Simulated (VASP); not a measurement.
Consider the following.

```
CELL_PARAMETERS angstrom
      2.72131     0.00000     0.00000
      0.00000     2.72131     0.00000
      0.00000     0.00000     2.72131
ATOMIC_POSITIONS crystal
  Al 0.50000 0.50000 0.50000
  Co 0.00000 0.00000 0.00000
```

All values below come from LDA (Ceperley-Alder, Perdew-Zunger), VASP's LDA PAW potentials (set 64) (plane waves; VASP 6.6.1). Run with 500 eV cut-off, 13×13×13 Γ-centred mesh, first-order Methfessel-Paxton smearing of 0.10 eV, potentials Al Co.

**Question.** What does the run give for the energy per atom (σ→0), pressure, band gap (on the k-mesh) with the smallest direct gap where there is one?

**Answer.** 
The band gap (on the k-mesh) is none (metal, semimetal or under 0.01 eV). The energy per atom (σ→0) is -6.806 eV/atom. The pressure is 19.84 GPa.

Only differences to runs with the same potentials and settings are physical.

The compound is CoAl in the CsCl type structure. It was relaxed first under an external pressure of 20 GPa. The run is not spin-polarised, so no magnetic state was tried.
